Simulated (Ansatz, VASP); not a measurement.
**One calculation of Sr3Ag, two programs**

```
Sr Ag
1.0
     5.49087    0.00000    0.00000
     0.00000    5.49087    0.00000
     0.00000    0.00000    5.49087
Sr Ag
3 1
Direct
  0.00000 0.50000 0.50000
  0.50000 0.00000 0.50000
  0.50000 0.50000 0.00000
  0.00000 0.00000 0.00000
```

The cell comes from a database or a generator and needn't be the stable form of this composition.

Alike in both runs: task single point; functional LDA; k mesh 4 × 4 × 4; no spin polarisation.

|  | VASP | Ansatz |
| --- | --- | --- |
| version | VASP 6.6.1 | Ansatz 0.2.0 |
| potentials or method | VASP PAW LDA potentials, release 64 (Sr_sv, Ag), cutoff 520 eV | all-electron (LAPW or listed datasets) |
| occupations | methfessel-paxton of order 1, width 0.15 eV | cold, width 0.15 eV |

|  | VASP | Ansatz | Ansatz less VASP |
| --- | --- | --- | --- |
| gap on the k mesh at the Fermi level (eV) | none | none | - |
| pressure (GPa) | -2.3 | -2.3 | -0.02 |

A gap of «none» marks a metal or a gap that the smearing closes. Ansatz ran all-electron here, so the differences hold the error of VASP's frozen core and of both bases.
